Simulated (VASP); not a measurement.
Input:

```yaml
crystal:
  lattice:
    - [0.00000, 2.26670, 2.26670]
    - [2.26670, 0.00000, 2.26670]
    - [2.26670, 2.26670, 0.00000]
  atoms:
    - { symbol: Li, position: [0.25000, 0.25000, 0.25000] }
    - { symbol: Li, position: [0.75000, 0.75000, 0.75000] }
    - { symbol: O, position: [0.00000, 0.00000, 0.00000] }
```

Computed with PBE GGA with D3 dispersion (Becke-Johnson damping), VASP's PBE PAW potentials (set 64) (plane waves; VASP 6.6.1). Run with 520 eV cut-off, 9×9×9 Γ-centred mesh, tetrahedra with Blöchl corrections, potentials Li_sv O.

**Question.** What does the run give for the energy per atom (σ→0)?

**Answer.** 
```yaml
energy per atom (σ→0): -5053 meV/atom
```

Only differences to runs with the same potentials and settings are physical.

The compound is Li2O in the antifluorite structure. It was relaxed first, which changed the volume by -6 %.
